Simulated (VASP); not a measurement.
Output of a VASP run:

OSZICAR:
```
       N       E                     dE             d eps       ncg     rms          rms(c)
DAV:   1     0.396502669934E+02    0.39650E+02   -0.53430E+03  2313   0.101E+03
DAV:   2    -0.251487954040E+01   -0.42165E+02   -0.40404E+02  2233   0.179E+02
DAV:   3    -0.293682279152E+01   -0.42194E+00   -0.41578E+00  2603   0.186E+01
DAV:   4    -0.293834831477E+01   -0.15255E-02   -0.15252E-02  2505   0.120E+00
DAV:   5    -0.293836047562E+01   -0.12161E-04   -0.12161E-04  2535   0.987E-02    0.815E+00
DAV:   6    -0.263909088281E+01    0.29927E+00   -0.99998E-01  2199   0.867E+00    0.425E+00
DAV:   7    -0.262177729475E+01    0.17314E-01   -0.70789E-02  2380   0.233E+00    0.209E+00
DAV:   8    -0.262023866911E+01    0.15386E-02   -0.46580E-03  2254   0.696E-01    0.337E-01
DAV:   9    -0.262008487878E+01    0.15379E-03   -0.21864E-04  2302   0.136E-01    0.262E-02
DAV:  10    -0.262010543703E+01   -0.20558E-04   -0.44162E-05  2209   0.868E-02    0.776E-03
DAV:  11    -0.262010515343E+01    0.28360E-06   -0.71603E-07  2621   0.826E-03    0.170E-03
DAV:  12    -0.262010526266E+01   -0.10923E-06   -0.29248E-07  2216   0.592E-03    0.100E-03
DAV:  13    -0.262010532395E+01   -0.61287E-07   -0.20802E-09  1172   0.465E-04
   1 F= -.26201053E+01 E0= -.26205071E+01  d E =0.120530E-02
```

File OUTCAR:
```
------------------------ aborting loop because EDIFF is reached ----------------------------------------
  FORCE on cell =-STRESS in cart. coord.  units (eV):
  Direction    XX          YY          ZZ          XY          YZ          ZX
  --------------------------------------------------------------------------------------
  Total        0.0253883      0.0253883      0.0253883      0.0000000      0.0000000     -0.0000000
  in kB        2.3469250      2.3469250      2.3469250      0.0000000      0.0000000     -0.0000000
  external PRESSURE =       2.3469250 kB  Pullay stress =       0.0000000 kB
  volume of cell :       17.33
      direct lattice vectors                 reciprocal lattice vectors
     0.000000000  2.054021613  2.054021613    -0.243424897  0.243424897  0.243424897
     2.054021613  0.000000000  2.054021613     0.243424897 -0.243424897  0.243424897
     2.054021613  2.054021613  0.000000000     0.243424897  0.243424897 -0.243424897
 POSITION                                       TOTAL-FORCE (eV/Angst)
 -----------------------------------------------------------------------------------
      0.00000      0.00000      0.00000         0.000000      0.000000      0.000000
 -----------------------------------------------------------------------------------
    total drift:                               -0.000000      0.000000      0.000000
  FREE ENERGIE OF THE ION-ELECTRON SYSTEM (eV)
  ---------------------------------------------------
  free  energy   TOTEN  =        -2.6201053239 eV

  energy  without entropy=       -2.6213106193  energy(sigma->0) =       -2.62050709
```
(Selected blocks of OUTCAR.)

**POSCAR**
```
Pt
1
    0.0000000000     2.0540216128     2.0540216128
    2.0540216128     0.0000000000     2.0540216128
    2.0540216128     2.0540216128     0.0000000000
Pt
1
Direct
  0.0000000000   0.0000000000   0.0000000000
```

Question: Reconstruct the remaining input files.

Answer: One answer among several that fit: the input of the run itself, vdW-DF2, plane waves, VASP's PBE PAW potentials (set 64).

INCAR:
```
! general
SYSTEM   = Pt
PREC     = Accurate
ENCUT    = 520
LREAL    = F
LASPH    = T   ! aspherical one-centre terms

! electronic loop
EDIFF    = 1E-7
NELM     = 100
ALGO     = Normal   ! blocked Davidson
LMAXMIX  = 6   ! l cut-off of mixed one-centre charges

! smearing
ISMEAR   = 1   ! Methfessel-Paxton
SIGMA    = 0.1

! functional
GGA      = ML
LUSE_VDW = T
AGGAC    = 0.0
ZAB_VDW  = -1.8867

! ions
ISIF     = 2

! output
LWAVE    = F
LCHARG   = F
```

File KPOINTS:
```
Automatic mesh
0
Gamma
15 15 15
0 0 0
```

POTCAR, in this order: Pt (PBE.64 set). Program: vasp_std.

The compound is Pt in the fcc structure. It was relaxed first, which changed the volume by +15 %.
